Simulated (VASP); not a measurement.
Input:

```xyz
4
Lattice="3.7790 0.0000 0.0000 0.0000 3.7790 0.0000 0.0000 0.0000 4.7885" Properties=species:S:1:pos:R:3 pbc="T T T"
Sn     1.8895     0.0000     3.6500
Sn     0.0000     1.8895     1.1385
O      1.8895     1.8895     0.0000
O      0.0000     0.0000     0.0000
```

Computed with optB88-vdW, VASP's PBE PAW potentials (set 64) (plane waves; VASP). Run with 520 eV cut-off, 6×6×5 Γ-centred mesh, Gaussian smearing of 0.050 eV, potentials Sn_d O.

Q: The ions and cell shape at fixed volume are relaxed. Give the cell that the relaxation ends in.

A: 
```xyz
4
Lattice="3.8265 0.0000 0.0000 0.0000 3.8265 0.0000 0.0000 0.0000 4.6702" Properties=species:S:1:pos:R:3 pbc="T T T"
Sn     1.9133     0.0000     3.5089
Sn     0.0000     1.9133     1.1613
O      1.9133     1.9133     0.0000
O      0.0000     3.8265     0.0000
```
Space group P4/nmm (129), at a tolerance of 0.03 Å.

Q: How much energy does the relaxation gain?

A: The energy (σ→0) changes by -12.7 meV/atom, in 5 ionic steps.

The compound is SnO in the litharge structure. This cell is one point of a volume scan, at 0.94 of the reference volume. Symmetry was kept, so distortions that lower it aren't found.
